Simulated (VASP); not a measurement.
An input for Quantum ESPRESSO's pw.x (written as the equivalent of a VASP run, and not itself run):

```
&CONTROL
  calculation = 'scf'
  pseudo_dir = './pseudo'
  outdir = './out'
  tprnfor = .true.
  tstress = .true.
/
&SYSTEM
  ibrav = 0
  nat = 2
  ntyp = 1
  ecutwfc = 84
  occupations = 'smearing'
  smearing = 'methfessel-paxton'
  degauss = 0.00735
  input_dft = 'revpbe'
/
&ELECTRONS
  conv_thr = 7.3e-08
  electron_maxstep = 100
/
ATOMIC_SPECIES
  Zn 65.380 Zn.upf
CELL_PARAMETERS angstrom
     1.3186380   -2.3046000    0.0000000
     1.3186380    2.3046000    0.0000000
     0.0000000    0.0000000    5.0577230
ATOMIC_POSITIONS crystal
  Zn   0.3333330  0.6666670  0.2500000
  Zn   0.6906460  0.3573120  0.7500000
K_POINTS automatic
  14 14 7 0 0 0
```

Q: Write the VASP files for the same calculation (revPBE).

A: One answer among several that fit: 
**KPOINTS**
```
kpoints
0
G
 14 14 7
0 0 0
```

INCAR:
```
ALGO = Normal
PREC = Accurate
LMAXMIX = 4
SIGMA = 0.1
ISIF = 2   ! forces and stress, cell fixed
ISMEAR = 1   ! Methfessel-Paxton
LREAL = .FALSE.   ! projection in real space or not
EDIFF = 1E-6
ENCUT = 400   ! plane-wave cut-off (eV)
NELM = 100
LWAVE = .FALSE.
LASPH = .TRUE.
GGA = RE   ! revPBE
SYSTEM = Zn
LCHARG = .FALSE.
```

POSCAR:
```
Zn
1
    1.3186380000    -2.3046000000     0.0000000000
    1.3186380000     2.3046000000     0.0000000000
    0.0000000000     0.0000000000     5.0577230000
Zn
2
Direct
  0.3333330000   0.6666670000   0.2500000000
  0.6906460000   0.3573120000   0.7500000000
```

POTCAR, in this order: Zn (PBE.64 set). Program: vasp_std.

Limits of the translation: the potentials are each code's own (VASP's PAW set, PseudoDojo norm-conserving files in pw.x), so ENCUT and ecutwfc are chosen apart and not converted; conv_thr bounds pw.x's estimated SCF error, while EDIFF bounds the energy change between steps.

The compound is Zn in the hcp structure. The cell was not relaxed at this level, atoms are displaced from their ideal sites. The run is one of a series of settings (GGA = RE against the base run), some of them coarse on purpose.
